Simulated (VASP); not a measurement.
Given:

```
BiSe
1.0
    0.00000     3.03288     3.03288
    3.03288     0.00000     3.03288
    3.03288     3.03288     0.00000
Bi Se
1 1
Direct
  0.00000   0.00000   0.00000
  0.50000   0.50000   0.50000
```

All values below come from PBEsol GGA, VASP's PBE PAW potentials (set 64) (plane waves; VASP). Run with 400 eV cut-off, 12×12×12 Γ-centred mesh, tetrahedra with Blöchl corrections, potentials Bi_d Se.

Unless said otherwise, spin-orbit coupling is left out, though it shifts the bands of the heavy elements here.

**Question.** Predict the energy per atom (σ→0), band gap (on the k-mesh) with the smallest direct gap where there is one.

**Answer.** 
```json
{
 "band gap (on the k-mesh)": "none (metal, semimetal or under 0.01 eV)",
 "energy per atom (σ→0)": "-4.258 eV/atom"
}
```

Only differences to runs with the same potentials and settings are physical.

The structure comes from a measured BiSe entry (Fm-3m) of the Crystallography Open Database, whose conditions weren't checked. It was relaxed first. The electron count is odd and the run is not spin-polarised, which forces a metal.
